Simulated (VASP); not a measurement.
A convergence study with VASP on BN (zinc blende): one setting is varied, all else stays as given below, so the limit is that of these other settings.

```
BN
1.0
    0.00000     1.80750     1.80750
    1.80750     0.00000     1.80750
    1.80750     1.80750     0.00000
B N
1 1
Direct
  0.00000   0.00000   0.00000
  0.25000   0.25000   0.25000
```

The numbers are results of LDA (Ceperley-Alder, Perdew-Zunger), VASP's LDA PAW potentials (set 64) (plane waves; VASP 6.6.1), not measurements. The tightest run used: 700 eV cut-off, 22×22×22 Γ-centred mesh, tetrahedra with Blöchl corrections, potentials B N.

Gaps are read on the run's mesh, which can miss a band edge.

Problem. The settings run are 3×3×3 mesh; 4×4×4 mesh; 5×5×5 mesh; 6×6×6 mesh; 7×7×7 mesh; 8×8×8 mesh; 9×9×9 mesh; 10×10×10 mesh; 11×11×11 mesh; 12×12×12 mesh; 13×13×13 mesh; 14×14×14 mesh; 15×15×15 mesh; 16×16×16 mesh; 17×17×17 mesh; 18×18×18 mesh; 19×19×19 mesh; 20×20×20 mesh; 21×21×21 mesh; 22×22×22 mesh. From which on does the stress (every component) stay within 0.1 GPa of the tightest run?

Solution. From 6×6×6 mesh on: it is off by 0.04 there and by no more than 0.1 in any finer run, while 5×5×5 mesh is off by 0.15.
```
setting        E (eV/atom)  pressure (GPa)  gap on the mesh (eV)  irreducible k-points  difference judged (GPa)
-------------  -----------  --------------  --------------------  --------------------  -----------------------
3×3×3 mesh         -9.5192           -7.15                 5.484                     4                     3.29
4×4×4 mesh         -9.6679           -9.79                 4.316                     8                     0.65
5×5×5 mesh         -9.6967          -10.30                 4.825                    10                     0.15
6×6×6 mesh         -9.7029          -10.41                 4.342                    16                     0.04
7×7×7 mesh         -9.7045          -10.43                 4.599                    20                     0.01
8×8×8 mesh         -9.7048          -10.44                 4.344                    29                     0.00
9×9×9 mesh         -9.7049          -10.44                 4.500                    35                     0.00
10×10×10 mesh      -9.7049          -10.45                 4.345                    47                     0.00
11×11×11 mesh      -9.7049          -10.45                 4.449                    56                     0.00
12×12×12 mesh      -9.7049          -10.44                 4.345                    72                     0.00
13×13×13 mesh      -9.7049          -10.45                 4.420                    84                     0.00
14×14×14 mesh      -9.7049          -10.45                 4.345                   104                     0.00
15×15×15 mesh      -9.7049          -10.44                 4.401                   120                     0.00
16×16×16 mesh      -9.7049          -10.45                 4.345                   145                     0.00
17×17×17 mesh      -9.7049          -10.45                 4.388                   165                     0.00
18×18×18 mesh      -9.7049          -10.45                 4.345                   195                     0.00
19×19×19 mesh      -9.7049          -10.45                 4.380                   220                     0.00
20×20×20 mesh      -9.7049          -10.45                 4.345                   256                     0.00
21×21×21 mesh      -9.7049          -10.45                 4.373                   286                     0.00
22×22×22 mesh      -9.7049          -10.45                 4.345                   328                     0.00
```

Left out are rungs that failed or repeat a setting and relaxations that didn't move; long series are thinned to 24 rows.

The compound is BN in the zinc blende structure. The cell was not relaxed at this level.
